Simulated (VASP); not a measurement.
Computed with vdW-DF-cx, VASP's PBE PAW potentials (set 64) (plane waves; VASP).

VASP ran on this input.

### POSCAR
```
TiB2
3.0279510
  0.4999999664  -0.8660253543   0.0000000000
  0.4999999664   0.8660253543   0.0000000000
  0.0000000000   0.0000000000   1.0575055703
Ti B
1 2
direct
  0.0000000000   1.0000000000   1.0000000000
  0.3333330000   0.6666670000   0.5000000000
  0.6666670000   0.3333330000   0.5000000000
```

INCAR:
```
SYSTEM = TiB2
PREC = Accurate
ENCUT = 520
EDIFF = 1E-7
NELM = 100
ALGO = Normal
LREAL = .FALSE.
LASPH = .TRUE.
ISMEAR = -5
GGA = CX
LUSE_VDW = .TRUE.
AGGAC = 0.0
LMAXMIX = 4
LWAVE = .FALSE.
LCHARG = .TRUE.
LORBIT = 11
NEDOS = 601
ISIF = 2
LEFG = .TRUE.
```

### KPOINTS
```
Automatic mesh
0
Gamma
13 13 11
0 0 0
```

POTCAR, in this order: Ti_sv B (PBE.64 set). Program: vasp_std.

The resulting files:

### OUTCAR
```
 ion  position               nearest neighbor table
   1  0.000  0.000  0.000-   2 2.37   3 2.37   2 2.37   3 2.37   3 2.37   3 2.37   2 2.37   2 2.37
                             3 2.37   3 2.37   2 2.37   2 2.37
   2  0.333  0.667  0.500-   3 1.75   3 1.75   3 1.75   1 2.37   1 2.37   1 2.37   1 2.37   1 2.37
                             1 2.37
   3  0.667  0.333  0.500-   2 1.75   2 1.75   2 1.75   1 2.37   1 2.37   1 2.37   1 2.37   1 2.37
                             1 2.37
  LATTYP: Found a hexagonal cell.
 ALAT       =     3.0279508193
 C/A-ratio  =     1.0575056334
 Subroutine PRICEL returns:
 Original cell was already a primitive cell.
 Subroutine GETGRP returns: Found 24 space group operations
The static configuration has the point symmetry D_6h.
The dynamic configuration has the point symmetry D_6h.
 Subroutine INISYM returns: Found 24 space group operations
 Subroutine IBZKPT returns following result:
 Found    126 irreducible k-points:

 Following reciprocal coordinates:
            Coordinates               Weight
  0.000000  0.000000  0.000000      1.000000
  0.076923  0.000000  0.000000      6.000000
  0.153846 -0.000000  0.000000      6.000000
  0.230769  0.000000  0.000000      6.000000
...
```

OSZICAR:
```
       N       E                     dE             d eps       ncg     rms          rms(c)
DAV:   1     0.130988892836E+03    0.13099E+03   -0.93766E+03  3276   0.158E+03
DAV:   2    -0.156418621043E+02   -0.14663E+03   -0.14328E+03  3346   0.392E+02
DAV:   3    -0.253067723251E+02   -0.96649E+01   -0.95730E+01  4730   0.949E+01
DAV:   4    -0.256507014699E+02   -0.34393E+00   -0.34333E+00  4310   0.166E+01
DAV:   5    -0.256600887827E+02   -0.93873E-02   -0.93701E-02  4797   0.243E+00    0.171E+01
DAV:   6    -0.207524521011E+02    0.49076E+01   -0.24753E+01  4321   0.590E+01    0.388E+00
DAV:   7    -0.207893532170E+02   -0.36901E-01   -0.15739E+00  3633   0.149E+01    0.338E+00
DAV:   8    -0.208003120577E+02   -0.10959E-01   -0.16579E-01  4806   0.380E+00    0.726E-01
DAV:   9    -0.207927494587E+02    0.75626E-02   -0.70211E-02  4355   0.348E+00    0.283E-01
DAV:  10    -0.207919111644E+02    0.83829E-03   -0.45331E-03  4073   0.941E-01    0.587E-02
DAV:  11    -0.207919129348E+02   -0.17704E-05   -0.41343E-04  4654   0.269E-01    0.504E-02
DAV:  12    -0.207919174661E+02   -0.45313E-05   -0.13807E-04  4235   0.164E-01    0.957E-03
DAV:  13    -0.207919102046E+02    0.72615E-05   -0.10881E-05  4118   0.437E-02    0.207E-03
DAV:  14    -0.207919111559E+02   -0.95131E-06   -0.27646E-07  3485   0.650E-03    0.577E-04
DAV:  15    -0.207919115671E+02   -0.41118E-06   -0.51023E-08  1813   0.239E-03    0.146E-04
DAV:  16    -0.207919116740E+02   -0.10691E-06   -0.20618E-08  1763   0.124E-03    0.179E-04
DAV:  17    -0.207919116663E+02    0.76950E-08   -0.76531E-09  1748   0.774E-04
   1 F= -.20791912E+02 E0= -.20791912E+02  d E =0.000000E+00
```

File OUTCAR:
```
------------------------ aborting loop because EDIFF is reached ----------------------------------------
  FORCE on cell =-STRESS in cart. coord.  units (eV):
  Direction    XX          YY          ZZ          XY          YZ          ZX
  --------------------------------------------------------------------------------------
  Total        0.0388046      0.0388046     -0.0717161      0.0000000     -0.0000000      0.0000000
  in kB        2.4453113      2.4453114     -4.5192644      0.0000000     -0.0000000      0.0000000
  external PRESSURE =       0.1237861 kB  Pullay stress =       0.0000000 kB
  volume of cell :       25.42
      direct lattice vectors                 reciprocal lattice vectors
     1.513975398 -2.622282338  0.000000000     0.330256357 -0.190673595  0.000000000
     1.513975398  2.622282338  0.000000000     0.330256357  0.190673595  0.000000000
     0.000000000  0.000000000  3.202075049     0.000000000  0.000000000  0.312297490
 POSITION                                       TOTAL-FORCE (eV/Angst)
 -----------------------------------------------------------------------------------
      0.00000      0.00000      0.00000         0.000000      0.000000     -0.000000
      1.51398      0.87410      1.60104        -0.000000     -0.000000     -0.000000
      1.51398     -0.87410      1.60104         0.000000      0.000000      0.000000
 -----------------------------------------------------------------------------------
    total drift:                                0.000000     -0.000000      0.000000
  FREE ENERGIE OF THE ION-ELECTRON SYSTEM (eV)
  ---------------------------------------------------
  free  energy   TOTEN  =       -20.7919116663 eV

  energy  without entropy=      -20.7919116663  energy(sigma->0) =      -20.79191167

 total charge

# of ion       s       p       d       tot
------------------------------------------
    1        2.177   6.217   2.063  10.457
    2        0.690   1.328   0.000   2.018
    3        0.690   1.328   0.000   2.018
--------------------------------------------------
tot          3.557   8.873   2.063  14.493

 Electric field gradients after diagonalization (V/A^2)
 (convention: |V_zz| > |V_xx| > |V_yy|)
----------------------------------------------------------------------
 ion       V_xx      V_yy      V_zz     asymmetry (V_yy - V_xx)/ V_zz
----------------------------------------------------------------------
   1      -8.826    -8.823    17.649       0.000
   2      -2.247    -2.247     4.494       0.000
   3      -2.247    -2.247     4.494       0.000
```
(Selected blocks of OUTCAR.)

For a metal the tetrahedron method with Blöchl corrections gives inexact stress and forces.

The compound is TiB2 in the AlB2 type structure. It was relaxed first.
